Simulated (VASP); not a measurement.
An input for Quantum ESPRESSO's pw.x (written as the equivalent of a VASP run, and not itself run):

```
&CONTROL
  calculation = 'scf'
  pseudo_dir = './pseudo'
  outdir = './out'
  tprnfor = .true.
  tstress = .true.
/
&SYSTEM
  ibrav = 0
  nat = 2
  ntyp = 2
  ecutwfc = 82
  occupations = 'smearing'
  smearing = 'methfessel-paxton'
  degauss = 0.00735
  input_dft = 'pbesol'
/
&ELECTRONS
  conv_thr = 7.3e-09
  electron_maxstep = 100
/
ATOMIC_SPECIES
  Ta 180.948 Ta.upf
  C 12.011 C.upf
CELL_PARAMETERS angstrom
     0.0000000    2.2217118    2.2217118
     2.1328433    0.0000000    2.2217118
     2.1328433    2.2217118    0.0000000
ATOMIC_POSITIONS crystal
  Ta   0.0000000  0.0000000  0.0000000
  C    0.5000000  0.5000000  0.5000000
K_POINTS automatic
  14 14 14 0 0 0
```

Translate this input to VASP (INCAR, KPOINTS, POSCAR, choice of POTCAR).

Several could match; the one computed here: 
### INCAR
```
SYSTEM=TaC
PREC=Accurate; ENCUT=600; LREAL=.FALSE.
LASPH=.TRUE.
EDIFF=1E-7; NELM=100; ALGO=Normal
LMAXMIX=6
ISMEAR=1; SIGMA=0.1
GGA=PS
ISIF=2
LWAVE=.FALSE.; LCHARG=.FALSE.
```

KPOINTS:
```
K-points
0
G
 14 14 14
```

**POSCAR**
```
TaC
1
    0.0000000000     2.2217117846     2.2217117846
    2.1328433132     0.0000000000     2.2217117846
    2.1328433132     2.2217117846     0.0000000000
Ta C
1 1
Direct
  0.0000000000   0.0000000000   0.0000000000
  0.5000000000   0.5000000000   0.5000000000
```

POTCAR, in this order: Ta_pv C (PBE.64 set). Program: vasp_std.

What does not carry over: the potentials are each code's own (VASP's PAW set, PseudoDojo norm-conserving files in pw.x), so ENCUT and ecutwfc are chosen apart and not converted; conv_thr bounds pw.x's estimated SCF error, while EDIFF bounds the energy change between steps.

The compound is TaC in the rock salt structure. This cell was strained or had an atom moved on purpose.
